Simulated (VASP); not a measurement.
**Y: electrostatic potential with LDA**

Crystal: Y.

```
Y
1.0
     3.54090    0.00000    0.00000
    -1.77045    3.06651    0.00000
     0.00000    0.00000    5.49128
Y
2
Direct
  0.33333 0.66667 0.25000
  0.66667 0.33333 0.75000
```

The cell was built by a generator and needn't be a form met in nature.

| Property | Result |
| --- | --- |
| Program | VASP 6.6.1 |
| Task | electrostatic potential |
| Functional | LDA |
| Potentials or basis | VASP PAW LDA potentials, release 64 (Y_sv) |
| Cutoff | 520 eV |
| k mesh | 14 × 14 × 8 |
| Occupations | methfessel-paxton, width 0.1 eV |
| Spin | no spin polarisation |
| Further INCAR settings | ALGO = Normal; EDIFF = 1e-06 |

- Pressure: 0.0 GPa
- Band gap on the k mesh: none (metal or under the smearing width)

Levels at points of the mesh, in eV from the Fermi level:
```csv
k point,band 8,band 9,band 10,band 11,band 12,band 13,band 14,band 15
"(0.00, 0.00, 0.00)",-21.94,-4.82,-2.02,1.37,1.74,1.74,2.19,2.45
"(0.50, 0.00, 0.00)",-22.07,-1.73,-1.40,-0.96,0.08,1.40,1.60,2.28
"(0.00, 0.00, 0.50)",-22.06,-3.24,-3.24,1.02,1.02,1.64,1.64,1.64
"(0.50, 0.00, 0.50)",-22.15,-1.82,-1.82,0.04,0.04,1.70,1.70,2.89
```

Run time: 100 s on 1 thread of Intel(R) Xeon(R) Platinum 8559C (Emerald Rapids), on a shared host, peak memory 0.23 GiB.
